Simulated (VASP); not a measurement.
```xyz
1
Lattice="-3.0500 3.0500 3.0500 3.0500 -3.0500 3.0500 3.0500 3.0500 -3.0500" Properties=species:S:1:pos:R:3 pbc="T T T"
Cs     0.0000     0.0000     0.0000
```

Computed with PBE GGA, VASP's PBE PAW potentials (set 64) (plane waves; VASP). Numerical set-up: 400 eV cut-off, 9×9×9 Monkhorst-Pack mesh, first-order Methfessel-Paxton smearing of 0.10 eV, potentials Cs_sv.

Gaps are read on the run's mesh, which can miss a band edge. Unless said otherwise, spin-orbit coupling is left out, though it shifts the bands of the heavy elements here.

Estimate the energy per atom (σ→0), band gap (on the k-mesh) with the smallest direct gap where there is one.

The band gap (on the k-mesh) comes out as none (metal, semimetal or under 0.01 eV). The energy per atom (σ→0) is -0.851 eV/atom.

Total energies compare only between runs with the same potentials, cut-off and functional.

The compound is Cs in the bcc structure. The cell was not relaxed at this level. The run is one of a series of settings (KPOINTS 9×9×9 Monkhorst-Pack mesh against the base run), some of them coarse on purpose.
